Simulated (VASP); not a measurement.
Data:

```yaml
crystal:
  lattice:
    - [3.79920, 0.00000, 0.00000]
    - [0.00000, 3.79920, 0.00000]
    - [0.00000, 0.00000, 3.79920]
  atoms:
    - { symbol: Ba, position: [0.00000, 0.00000, 0.00000] }
    - { symbol: S, position: [0.50000, 0.50000, 0.50000] }
```

Level of theory: PBEsol GGA, VASP's PBE PAW potentials (set 64) (plane waves; VASP). Run with 400 eV cut-off, Gaussian smearing of 0.050 eV, potentials Ba_sv S.

Unless said otherwise, spin-orbit coupling is left out, though it shifts the bands of the heavy elements here.

### Question
What does the run give for the band gap (along the path) with the smallest direct gap where there is one?

### Answer

band gap (along the path): 1.27 eV
smallest direct gap (along the path): 1.37 eV

The absolute energy has meaning only against runs of the same code, potentials and settings.

The structure was generated: BaS was put into the CsCl type type (Pm-3m), which need not be its known phase. It was relaxed first, which changed the volume by -24 %.
